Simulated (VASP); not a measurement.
```
In
1.0
   -1.60528     1.60528     2.47393
    1.60528    -1.60528     2.47393
    1.60528     1.60528    -2.47393
In
1
Direct
  0.00000   0.00000   0.00000
```

These are PBEsol GGA, VASP's PBE PAW potentials (set 64) (plane waves; VASP 6.6.1) values and carry that method's errors. Settings: 480 eV cut-off, 14×14×14 Γ-centred mesh, first-order Methfessel-Paxton smearing of 0.10 eV, potentials In_d.

Energy and stress use the plane-wave basis of the starting cell.

Task: The ions, cell shape and volume at an external pressure of 5.0 GPa are relaxed. What does this cell relax into?

Result: 
```
In
1.0
   -1.55943     1.55943     2.40388
    1.55943    -1.55943     2.40388
    1.55943     1.55943    -2.40388
In
1
Direct
  0.00000   0.00000   0.00000
```
Space group I4/mmm (139), at a tolerance of 0.03 Å.

Task: How do energy and volume change from the first to the last step?

Result: The energy (σ→0) changes by +30.5 meV/atom and the volume by -8.3 %, in 3 ionic steps.

The compound is In in the bct structure. This run relaxes it under an external pressure of 5 GPa. Symmetry was kept, so distortions that lower it aren't found.
